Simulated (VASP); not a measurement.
The cell holds one NbC (rock salt) (110) slab, with vacuum along c, ions free to move until forces fall under 0.03 eV/Å, no reconstruction beyond this cell, dipole correction on.

Here is the system:

```
NbC
1.0
    3.14531     0.00000     0.00000
    0.00000     4.44814     0.00000
    0.00000     0.00000    24.36258
Nb C
6 6
Direct
  0.00000   0.00000   0.34585
  0.50000   0.50000   0.39966
  0.00000   0.00000   0.46662
  0.50000   0.50000   0.53338
  0.00000   0.00000   0.60034
  0.50000   0.50000   0.65415
  0.50000   0.00000   0.40204
  0.00000   0.50000   0.33797
  0.50000   0.00000   0.53200
  0.00000   0.50000   0.46800
  0.50000   0.00000   0.66203
  0.00000   0.50000   0.59796
```

The numbers are results of PBEsol GGA, VASP's PBE PAW potentials (set 64) (plane waves; VASP), not measurements. Settings: 450 eV cut-off, 9×6×1 Γ-centred mesh, first-order Methfessel-Paxton smearing of 0.10 eV, potentials Nb_sv C.

Slab and bulk use different k-meshes, so the surface energy is good to a few per cent at best.

**Question.** Predict its surface energy, work function, band gap (on the k-mesh).

**Answer.** 
```
Property                                                     Value
------------------------  ----------------------------------------
surface energy                                           3.33 J/m²
work function                                              3.90 eV
band gap (on the k-mesh)  none (metal, semimetal or under 0.01 eV)
```

The cell is a thin slab with vacuum, built from NbC (rock salt): (110) face.
